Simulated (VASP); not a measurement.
**BN (Qingsongite) with r2SCAN: from relaxation to properties**

What structure and properties does r2SCAN give BN (Qingsongite), and how near are they to the measured ones? The steps: relaxing cell and atoms (r2SCAN), single point with fields (r2SCAN), bands along the symmetry lines (r2SCAN), total and projected DOS (r2SCAN), vibrations at Γ (r2SCAN), volume scan with r2SCAN, fit for r2SCAN, optical spectrum (r2SCAN), band structure (HSE06) and band structure (TB-mBJ). The start is a cell from a database of measured crystal structures.

Method: r2SCAN; plane waves and PAW (B, N), in the first sound run; inputs show where later runs differ, in VASP 6.6.1.

**What experiment says.**

“Equation of state of cubic boron nitride at high pressures and temperatures” (2007, arxiv:cond-mat/0702656) reports for BN, zinc blende, by single-crystal x-ray diffraction (micron-sized single crystals selected from powder, 295 K): lattice constant a (a at ambient conditions) 3.6152 ± 0.0002 Å; bulk modulus (isothermal B0 from Vinet fit to measured P-V data, H2005 ruby scale) 395 ± 2 GPa [equation-of-state fit parameter; depends on the ruby pressure scale, and the quoted …].

For BN, zinc blende (cubic) (commercial high-pressure high-temperature grown grain, about 200 um), “Strong Confinment of optical fields using localised surface phonon polaritons in cubic Boron Nitride” (2018, arxiv:1812.11146) gives, by Raman scattering, 488 nm excitation: Raman mode (TO phonon at Gamma) 1056 cm⁻¹.

Most raw output is cut from this account.

## Step 1: The structure

Before any relaxation, the start is as follows. The structure is cubic, space group F-43m (No. 216). The conventional cell has a = 3.615 Å, b = 3.615 Å, c = 3.615 Å, α = 90.00°, β = 90.00°, γ = 90.00°. Nearest to B lie 4 N at 1.57 Å. Nearest to N lie 4 B at 1.57 Å. Farther neighbours and most contacts between anions are not listed.

As a file:

```xyz
2
Lattice="0.0000 1.8075 1.8075 1.8075 0.0000 1.8075 1.8075 1.8075 0.0000" Properties=species:S:1:pos:R:3 pbc="T T T"
B     0.0000    0.0000    0.0000
N     0.9038    0.9038    0.9038
```

## Step 2: Relaxing cell and atoms (r2SCAN)

Properties are meant for the cell that this level of theory prefers, so cell and atoms are relaxed first (ISIF = 3) until forces and stress are small; EDIFFG sets the threshold. r2SCAN adds the kinetic-energy density, costs more than a GGA and is run with LASPH.

File INCAR:

```
SYSTEM = BN
PREC = Accurate
ENCUT = 520
EDIFF = 1E-06
NELM = 100
ISMEAR = 0
SIGMA = 0.05
LREAL = .FALSE.
ALGO = Normal
METAGGA = R2SCAN
LASPH = .TRUE.
NBANDS = 10
LORBIT = 11
LWAVE = .FALSE.
LCHARG = .FALSE.
KPAR = 2
IBRION = 2
NSW = 60
ISIF = 3
EDIFFG = -0.01
```

File POSCAR:

```
BN
1.0
    0.0000000000      1.8075000000      1.8075000000
    1.8075000000      0.0000000000      1.8075000000
    1.8075000000      1.8075000000      0.0000000000
B N
1 1
Direct
    0.0000000000      0.0000000000      0.0000000000
    0.2500000000      0.2500000000      0.2500000000
```

File KPOINTS:

```
Automatic mesh
0
Gamma
11 11 11
0 0 0
```

PAW data sets: B and N (PBE family, release 64).

On the command line:

```sh
mpirun -np 2 vasp_std
```

Run time: 40 s. Hardware: 2 MPI ranks of AMD EPYC 7R43, shared host; peak memory 0.19 GiB.

The gap is read on the k-mesh alone, so it is an upper bound where the band edges lie off the mesh. The PAW data sets were made with PBE, which is usual practice but a small mismatch for other functionals. The run keeps the 24 symmetry operations of its start, so it cannot find a distortion of lower symmetry.

Little changed from the start: no atom moved by 0.005 Å and no cell edge by 0.1 %.

This step gave:

| Property | Result |
| --- | --- |
| electrons | 8 |
| bands | 10 |
| irreducible k-points | 56 |
| symmetry operations | 24 |
| free energy (TOTEN) | -19.17 eV |
| Fermi energy | 7.470 eV |
| pressure | 0.02806 GPa |
| metallic | no |
| valence top at k | 0, 0, 0 |
| conduction bottom at k | 0.4545, 0.4545, 0 |
| least direct gap at k | 0, 0, 0 |
| SCF cycles over all ionic steps | 20 |
| gap on the k-mesh | 5.087 eV |
| least direct gap on the k-mesh | 9.534 eV |

It ends with forces that vanish by symmetry and a pressure of 0.03 GPa. The volume lies -0.2 % from that of the database's start, which holds the thermal and zero-point expansion of its experiment.

## Step 3: Single point with fields (r2SCAN)

A single point on the relaxed cell gives a clean self-consistent state, with density, ELF and potential written out.

Edit INCAR of step 2 so:

```diff
@@ -14,7 +14,5 @@
 LWAVE = .FALSE.
-LCHARG = .FALSE.
-KPAR = 2
-IBRION = 2
-NSW = 60
-ISIF = 3
-EDIFFG = -0.01
+LCHARG = .TRUE.
+ISIF = 2
+LELF = .TRUE.
+LVHAR = .TRUE.
```

File POSCAR:

```
BN
1.0
    0.0000000000      1.8065386332      1.8065386332
    1.8065386332      0.0000000000      1.8065386332
    1.8065386332      1.8065386332      0.0000000000
B N
1 1
Direct
    0.0000000000      0.0000000000      0.0000000000
    0.2500000000      0.2500000000      0.2500000000
```

KPOINTS is that of step 2.

On the command line:

```sh
mpirun -np 2 vasp_std
```

It took 27 s on 2 MPI ranks; peak memory 0.16 GiB; 51 s of CPU time.

This step gave:

| Item | Value |
| --- | --- |
| SCF cycles | 12 |
| pressure | -0.008118 GPa |
| gap on the k-mesh | 5.086 eV |

Valence electrons inside each PAW sphere by angular momentum. Sphere charges, by row:

| atom | s (e) | p (e) | d (e) | tot (e) |
| --- | --- | --- | --- | --- |
| B1 | 0.681 | 1.34 | 0 | 2.021 |
| N2 | 1.228 | 2.791 | 0 | 4.019 |

ELF in the ac plane of a cell with a along [110], b along [-110] and c along [001] of the cube at fractional y = 0.000, with atoms of B and N within 0.2 Å of it. It is the smooth field of the valence electrons, not physical close to the nuclei.

Ten even steps from '0' (0.03) to '9' (0.86), each cell a mean:
```
28989942898994
49957974995797
26746842674684
03788510378851
00354100035410
00000000000000
21000122100012
32101233210123
03555410355541
```
Columns run along a (5.1 Å), rows up along c (3.6 Å), edges of the conventional cell, whose origin can differ from the input's. Atoms in or near the plane, at fractional coordinates: B at (0.50, 0.00), B at (0.00, 0.00), N at (0.75, 0.75), N at (0.25, 0.75).

Electrostatic potential energy in the ac plane of a cell with a along [110], b along [-110] and c along [001] of the cube at fractional y = 0.000, with atoms of B and N within 0.2 Å of it. With pseudopotentials it is smooth inside the atoms' cores, unlike the true potential.

Values in eV, 9 rows by 14 columns, each cell a mean:
```
-16 -24 -12 -20 -15 -17 -23 -16 -24 -12 -20 -15 -17 -23
-15 -10 -34 -43 -43 -16 -13 -15 -10 -34 -43 -43 -16 -13
  0  -4 -34 -42 -44 -13   0   0  -4 -34 -42 -44 -13   0
  3   1  -8 -23 -16  -2   2   3   1  -8 -23 -16  -2   2
  3   2   1   0   0   2   3   3   2   1   0   0   2   3
  2   2   2   1   2   2   2   2   2   2   1   2   2   2
 -3  -1   1   2   1   0  -2  -3  -1   1   2   1   0  -2
-24 -15  -2   1   0  -8 -22 -24 -15  -2   1   0  -8 -22
 -5 -26  -7   0  -2 -19 -16  -5 -26  -7   0  -2 -19 -16
```
Columns run along a (5.1 Å; values clipped at the 3rd and 97th percentile), rows up along c (3.6 Å), edges of the conventional cell, whose origin can differ from the input's. Atoms in or near the plane, at fractional coordinates: B at (0.50, 0.00), B at (0.00, 0.00), N at (0.75, 0.75), N at (0.25, 0.75).

Valence density in the ac plane of a cell with a along [110], b along [-110] and c along [001] of the cube at fractional y = 0.000, with atoms of B and N within 0.2 Å of it. It is the smooth field of the valence electrons, not physical close to the nuclei.

Ten even steps from '0' (0.1 e/Å³) to '9' (3.5 e/Å³), each cell a mean:
```
12344311234431
13798411379841
01698300169830
00243100024310
00010000001000
00000000000000
00000000000000
10000011000001
01101110110111
```
Columns run along a (5.1 Å), rows up along c (3.6 Å), edges of the conventional cell, whose origin can differ from the input's. Atoms in or near the plane, at fractional coordinates: B at (0.50, 0.00), B at (0.00, 0.00), N at (0.75, 0.75), N at (0.25, 0.75).

In this run the pressure is -0.01 GPa, small enough to go on.

## Step 4: Bands along the symmetry lines (r2SCAN)

Levels along the symmetry lines show where the bands peak and cross; KPOINTS_OPT computes them in the converged potential.

File INCAR:

```
SYSTEM = BN
PREC = Accurate
ENCUT = 520
EDIFF = 1E-06
NELM = 100
ISMEAR = 0
SIGMA = 0.05
LREAL = .FALSE.
ALGO = Normal
METAGGA = R2SCAN
LASPH = .TRUE.
NBANDS = 16
LORBIT = 11
LWAVE = .FALSE.
LCHARG = .FALSE.
KPAR = 2
```

POSCAR is that of step 3.

KPOINTS is that of step 3.

File KPOINTS_OPT:

```
Line mode
16
Line-mode
Reciprocal
  0.00000000   0.00000000   0.00000000 GAMMA
  0.50000000   0.00000000   0.50000000 X

  0.50000000   0.00000000   0.50000000 X
  0.50000000   0.25000000   0.75000000 W

  0.50000000   0.25000000   0.75000000 W
  0.37500000   0.37500000   0.75000000 K

  0.37500000   0.37500000   0.75000000 K
  0.00000000   0.00000000   0.00000000 GAMMA

  0.00000000   0.00000000   0.00000000 GAMMA
  0.50000000   0.50000000   0.50000000 L

  0.50000000   0.50000000   0.50000000 L
  0.62500000   0.25000000   0.62500000 U

  0.62500000   0.25000000   0.62500000 U
  0.50000000   0.25000000   0.75000000 W

  0.50000000   0.25000000   0.75000000 W
  0.50000000   0.50000000   0.50000000 L

  0.50000000   0.50000000   0.50000000 L
  0.37500000   0.37500000   0.75000000 K

  0.62500000   0.25000000   0.62500000 U
  0.50000000   0.00000000   0.50000000 X
```

On the command line:

```sh
mpirun -np 2 vasp_std
```

The job ended after 62 s (2 MPI ranks; peak memory 0.21 GiB; 2 min of CPU time).

Numbers from this step:

* bands: 16
* Fermi energy: 7.527 eV
* pressure: 0.003533 GPa
* least gap on mesh and path: 4.978 eV
* least direct gap on mesh and path: 9.534 eV
* conduction bottom at k: 0.5, 0, 0.5

The electronic bands at the labelled points (eV, zero at the valence-band top; v1 is the highest filled band, c1 the lowest empty one):

| point | v3 | v2 | v1 | c1 | c2 | c3 | c4 |
| --- | --- | --- | --- | --- | --- | --- | --- |
| Γ | 0.00 | 0.00 | 0.00 | 9.53 | 9.53 | 9.53 | 11.09 |
| 0.47 of the way | -3.78 | -2.88 | -2.88 | 7.64 | 12.51 | 13.98 | 13.98 |
| X | -9.33 | -5.11 | -5.11 | 4.98 | 9.82 | 19.28 | 19.28 |
| 0.47 of the way | -8.95 | -5.88 | -5.85 | 6.87 | 11.37 | 17.67 | 18.80 |
| W | -7.97 | -7.22 | -6.70 | 10.34 | 14.27 | 15.47 | 15.58 |
| 0.53 of the way | -8.36 | -7.71 | -5.17 | 8.69 | 13.90 | 15.75 | 17.64 |
| K | -8.52 | -7.92 | -4.24 | 7.51 | 13.70 | 16.98 | 17.92 |
| 0.47 of the way | -6.45 | -4.44 | -1.35 | 11.32 | 11.79 | 12.38 | 14.65 |
| Γ | 0.00 | 0.00 | 0.00 | 9.53 | 9.53 | 9.53 | 11.09 |
| 0.47 of the way | -5.21 | -1.07 | -1.07 | 10.30 | 11.02 | 11.02 | 14.29 |
| L | -11.10 | -2.02 | -2.02 | 10.81 | 11.48 | 11.48 | 16.42 |
| 0.47 of the way | -10.42 | -4.37 | -2.87 | 9.73 | 13.28 | 13.43 | 16.75 |
| U | -8.52 | -7.92 | -4.24 | 7.51 | 13.70 | 16.98 | 17.92 |
| 0.47 of the way | -8.36 | -7.71 | -5.17 | 8.69 | 13.90 | 15.75 | 17.64 |
| W | -7.97 | -7.22 | -6.70 | 10.34 | 14.27 | 15.47 | 15.58 |
| 0.53 of the way | -10.20 | -4.77 | -3.39 | 10.38 | 11.84 | 15.03 | 16.87 |
| L | -11.10 | -2.02 | -2.02 | 10.81 | 11.48 | 11.48 | 16.42 |
| 0.47 of the way | -10.42 | -4.37 | -2.87 | 9.73 | 13.28 | 13.43 | 16.75 |
| K | -8.52 | -7.92 | -4.24 | 7.51 | 13.70 | 16.98 | 17.92 |
| jump to U | -8.52 | -7.92 | -4.24 | 7.51 | 13.70 | 16.98 | 17.92 |
| 0.53 of the way | -9.14 | -6.07 | -4.91 | 5.86 | 10.69 | 18.71 | 18.92 |
| X | -9.33 | -5.11 | -5.11 | 4.98 | 9.82 | 19.28 | 19.28 |

Of the projections kept (B, N), the largest for each band there; the rest of the weight can lie on other orbitals:

| point | v3 | v2 | v1 | c1 | c2 | c3 | c4 |
| --- | --- | --- | --- | --- | --- | --- | --- |
| Γ | N 0.86 | N 0.86 | N 0.86 | B 0.93 | B 0.93 | B 0.93 | N 0.73 |
| X | N 0.54 | N 0.62 | N 0.62 | B 0.59 | B 0.90 | B 0.55 | B 0.55 |
| W | B 0.51 | N 0.65 | N 0.54 | N 0.87 | B 0.74 | B 1.00 | B 0.50 |
| K | N 0.51 | N 0.58 | N 0.64 | B 0.57 | B 0.57 | B 0.60 | B 0.62 |
| Γ | N 0.86 | N 0.86 | N 0.86 | B 0.93 | B 0.93 | B 0.93 | N 0.73 |
| L | B 0.50 | N 0.72 | N 0.72 | B 0.61 | B 0.79 | B 0.79 | N 0.80 |

The path lowers the gap by 0.11 eV against the mesh alone, so a band edge lies off the mesh.

The path shows an indirect gap of 4.98 eV (valence top at Γ, conduction bottom at X). The least direct gap is 9.53 eV.

## Step 5: Total and projected DOS (r2SCAN)

A density of states needs more k-points than a total energy; ISMEAR = -5 takes tetrahedra, and LORBIT projects the states on the PAW spheres. The mesh is finer than in the run before.

Edit INCAR of step 4 so:

```diff
@@ -5,3 +5,3 @@
 NELM = 100
-ISMEAR = 0
+ISMEAR = -5
 SIGMA = 0.05
@@ -16 +16,2 @@
 KPAR = 2
+NEDOS = 2001
```

POSCAR is that of step 4.

File KPOINTS:

```
Automatic mesh
0
Gamma
16 16 16
0 0 0
```

On the command line:

```sh
mpirun -np 2 vasp_std
```

It took 81 s on 2 MPI ranks; peak memory 0.21 GiB; 2.7 min of CPU time.

Numbers from this step:

```
irreducible k-points   : 145
Fermi energy           : 7.284 eV
pressure               : 1.53e-4 GPa
conduction bottom at k : 0.5, 0.5, 0
gap on the k-mesh      : 4.978 eV
```

The density of states has structure finer than the step of the table below, so its rows give means over 1 eV, whole bins alone (the curve runs from -12.0 to 12.9 eV). Peaks (eV: height): total -8.7: 1.17, 10.1: 1.03, 11.4: 1.19, 12.7: 1.36; N p -8.7: 0.427, -2.3: 0.441, 10.1: 0.159, 12.7: 0.197; B p -5.0: 0.217, 10.8: 0.279, 11.4: 0.400, 11.7: 0.362; B s -8.7: 0.265, 10.9: 0.126, 12.7: 0.162; N s -8.6: 0.0364, 10.9: 0.0834, 11.4: 0.0637, 12.7: 0.0854.

States under -12.0 eV and over 12.9 eV are left out. Density of states against energy, zero at the valence-band top; means over each step; values in states/eV/cell:

| energy (eV) | total | N p | B p | B s | N s |
| --- | --- | --- | --- | --- | --- |
| -11 | 0.0586 | 0.0193 | 0.00746 | 0.0114 | 6.0e-4 |
| -10 | 0.265 | 0.0897 | 0.0364 | 0.0478 | 0.00563 |
| -9 | 0.716 | 0.256 | 0.0794 | 0.148 | 0.0215 |
| -8 | 0.419 | 0.153 | 0.0513 | 0.0715 | 0.0257 |
| -7 | 0.501 | 0.199 | 0.0862 | 0.0545 | 0.0201 |
| -6 | 0.594 | 0.252 | 0.118 | 0.0506 | 0.0169 |
| -5 | 0.827 | 0.380 | 0.191 | 0.0393 | 0.0138 |
| -4 | 0.835 | 0.410 | 0.195 | 0.0263 | 0.0106 |
| -3 | 0.800 | 0.424 | 0.182 | 0.0150 | 0.00732 |
| -2 | 0.640 | 0.365 | 0.135 | 0.00662 | 0.00415 |
| -1 | 0.296 | 0.183 | 0.0510 | 0.00189 | 0.00167 |
| 0 | 0.0520 | 0.0345 | 0.00707 | 9.7e-5 | 1.4e-4 |
| 1 | 0 | 0 | 0 | 0 | 0 |
| 2 | 0 | 0 | 0 | 0 | 0 |
| 3 | 0 | 0 | 0 | 0 | 0 |
| 4 | 0 | 0 | 0 | 0 | 0 |
| 5 | 0.0128 | 2.3e-4 | 0.00254 | 4.8e-5 | 0.00163 |
| 6 | 0.0843 | 0.00349 | 0.0174 | 0.00106 | 0.00970 |
| 7 | 0.163 | 0.0109 | 0.0361 | 0.00430 | 0.0158 |
| 8 | 0.271 | 0.0238 | 0.0658 | 0.0101 | 0.0214 |
| 9 | 0.437 | 0.0477 | 0.120 | 0.0171 | 0.0265 |
| 10 | 0.804 | 0.106 | 0.225 | 0.0415 | 0.0368 |
| 11 | 0.722 | 0.0672 | 0.226 | 0.0771 | 0.0446 |
| 12 | 1.03 | 0.122 | 0.318 | 0.103 | 0.0655 |

The gap on this mesh is 4.98 eV. In the top eV of the valence band the largest shares in the PAW spheres are N p 64 % and B p 15 %; in the lowest eV of the conduction band, B p 20 % and N s 12 %. The rest lies in smaller channels or between the spheres.

## Step 6: Vibrations at Γ (r2SCAN)

Zone-centre modes test whether the atoms sit at a minimum within this cell. IBRION = 6 takes the force constants from differences of forces between displaced cells, so the forces must be tight.

File INCAR:

```
SYSTEM = BN
PREC = Accurate
ENCUT = 520
EDIFF = 1E-08
NELM = 100
ISMEAR = 0
SIGMA = 0.05
LREAL = .FALSE.
ALGO = Normal
METAGGA = R2SCAN
LASPH = .TRUE.
NBANDS = 10
LORBIT = 11
LWAVE = .FALSE.
LCHARG = .FALSE.
KPAR = 2
IBRION = 6
NFREE = 2
POTIM = 0.015
ISIF = 2
NSW = 1
```

POSCAR is that of step 5.

File KPOINTS:

```
Automatic mesh
0
Gamma
11 11 11
0 0 0
```

On the command line:

```sh
mpirun -np 2 vasp_std
```

Run time: 3.3 min. Hardware: 2 MPI ranks; peak memory 0.28 GiB; 6.6 min of CPU time.

The last energy, forces, stress and levels in OUTCAR belong to the last displaced cell, not to the cell of POSCAR.

This step gave:

```
bands                     : 10
irreducible k-points      : 56
pressure of the cell      : 0.02041 GPa
largest force of the cell : 0 eV/Å
```

Transverse limit, no LO-TO splitting. Modes at Γ, with each element's share of the kinetic energy:

| mode | frequency (cm⁻¹) | symmetry | B % | N % |
| --- | --- | --- | --- | --- |
| 1 | 0.0 | acoustic | 44 | 56 |
| 2 | 0.0 | acoustic | 44 | 56 |
| 3 | 0.0 | acoustic | 44 | 56 |
| 4 | 1040.9 | T2 | 56 | 44 |
| 5 | 1040.9 | T2 | 56 | 44 |
| 6 | 1040.9 | T2 | 56 | 44 |

Displacements in mode 6 (1040.9 cm⁻¹), the largest set to 1:
```
B1   0.00 -1.00  0.00
N2   0.00  0.77  0.00
```

The three acoustic modes come out at zero, and all others are real. By the characters of their eigenvectors the optical modes sort into (cm⁻¹) Raman active: T2 1041; infrared active: T2 1041.

## Step 7: Volume scan with r2SCAN

An equation of state needs energies on both sides of the minimum, all on one mesh and cutoff.

Edit INCAR of step 6 so:

```diff
@@ -3,3 +3,3 @@
 ENCUT = 520
-EDIFF = 1E-08
+EDIFF = 1E-06
 NELM = 100
@@ -16,6 +16,2 @@
 KPAR = 2
-IBRION = 6
-NFREE = 2
-POTIM = 0.015
 ISIF = 2
-NSW = 1
```

File POSCAR:

```
BN
1.0
    0.0000000000      1.7696601499      1.7696601499
    1.7696601499      0.0000000000      1.7696601499
    1.7696601499      1.7696601499      0.0000000000
B N
1 1
Direct
    0.0000000000      0.0000000000      0.0000000000
    0.2500000000      0.2500000000      0.2500000000
```

KPOINTS is that of step 6.

On the command line:

```sh
mpirun -np 2 vasp_std
```

Elapsed: 20 s, on 2 MPI ranks; peak memory 0.18 GiB; 38 s of CPU time.

The scan keeps the cell's shape and the fractional positions fixed.

Numbers from this step:

| Property | Result |
| --- | --- |
| free energy (TOTEN) | -19.11 eV |
| Fermi energy | 8.245 eV |
| pressure | 27.11 GPa |
| conduction bottom at k | 0.4545, 0.4545, 0 |
| gap on the k-mesh | 5.167 eV |
| least direct gap on the k-mesh | 9.838 eV |

The pressure here is 27.11 GPa.

## Step 8: Volume scan with r2SCAN (run 2)

INCAR is that of step 7.

File POSCAR:

```
BN
1.0
    0.0000000000      1.7821229560      1.7821229560
    1.7821229560      0.0000000000      1.7821229560
    1.7821229560      1.7821229560      0.0000000000
B N
1 1
Direct
    0.0000000000      0.0000000000      0.0000000000
    0.2500000000      0.2500000000      0.2500000000
```

KPOINTS is that of step 7.

On the command line:

```sh
mpirun -np 2 vasp_std
```

It took 19 s on 2 MPI ranks; peak memory 0.18 GiB; 36 s of CPU time.

This step gave:

* free energy (TOTEN): -19.15 eV
* Fermi energy: 8.091 eV
* pressure: 17.21 GPa
* gap on the k-mesh: 5.140 eV
* least direct gap on the k-mesh: 9.734 eV

The pressure falls from 27.11 to 17.21 GPa.

The run ends at a pressure of 17.21 GPa.

## Step 9: Volume scan with r2SCAN (run 3)

INCAR is that of step 8.

File POSCAR:

```
BN
1.0
    0.0000000000      1.7944138475      1.7944138475
    1.7944138475      0.0000000000      1.7944138475
    1.7944138475      1.7944138475      0.0000000000
B N
1 1
Direct
    0.0000000000      0.0000000000      0.0000000000
    0.2500000000      0.2500000000      0.2500000000
```

KPOINTS is that of step 8.

On the command line:

```sh
mpirun -np 2 vasp_std
```

Wall time 19 s (2 MPI ranks); peak memory 0.18 GiB.

The pressure falls from 17.21 to 8.20 GPa.

The run ends at a pressure of 8.20 GPa.

## Step 10: Volume scan with r2SCAN (run 4)

INCAR is that of step 9.

File POSCAR:

```
BN
1.0
    0.0000000000      1.8065386332      1.8065386332
    1.8065386332      0.0000000000      1.8065386332
    1.8065386332      1.8065386332      0.0000000000
B N
1 1
Direct
    0.0000000000      0.0000000000      0.0000000000
    0.2500000000      0.2500000000      0.2500000000
```

KPOINTS is that of step 9.

On the command line:

```sh
mpirun -np 2 vasp_std
```

It took 19 s on 2 MPI ranks; peak memory 0.19 GiB; 36 s of CPU time.

The pressure falls from 8.20 to -0.01 GPa.

The run ends at a pressure of -0.01 GPa.

## Step 11: Volume scan with r2SCAN (run 5)

INCAR is that of step 10.

File POSCAR:

```
BN
1.0
    0.0000000000      1.8185028139      1.8185028139
    1.8185028139      0.0000000000      1.8185028139
    1.8185028139      1.8185028139      0.0000000000
B N
1 1
Direct
    0.0000000000      0.0000000000      0.0000000000
    0.2500000000      0.2500000000      0.2500000000
```

KPOINTS is that of step 10.

On the command line:

```sh
mpirun -np 2 vasp_std
```

The job ended after 19 s (2 MPI ranks; peak memory 0.19 GiB; 36 s of CPU time).

The pressure falls from -0.01 to -7.50 GPa.

The run ends at a pressure of -7.50 GPa.

## Step 12: Volume scan with r2SCAN (run 6)

INCAR is that of step 11.

File POSCAR:

```
BN
1.0
    0.0000000000      1.8303116046      1.8303116046
    1.8303116046      0.0000000000      1.8303116046
    1.8303116046      1.8303116046      0.0000000000
B N
1 1
Direct
    0.0000000000      0.0000000000      0.0000000000
    0.2500000000      0.2500000000      0.2500000000
```

KPOINTS is that of step 11.

On the command line:

```sh
mpirun -np 2 vasp_std
```

Run time: 19 s. Hardware: 2 MPI ranks; peak memory 0.18 GiB; 37 s of CPU time.

The pressure falls from -7.50 to -14.32 GPa.

The run ends at a pressure of -14.32 GPa.

[end of part 1 of 2]

[Lines on the potential files, build, host, timing and source positions are cut from VASP's logs without a mark.]

[Logs are printed without paths, hosts, clocks, repeated set-up lines and the standing remarks that a program may print on its own settings, such as how far it seeks lower states.]

[Hosts, paths, dates, database ids (printed as entryN), source tags and the programs' standing remarks are cut or masked in the printed files.]

[A measured line is paired with the nearest computed mode of its activity, which favours agreement.]
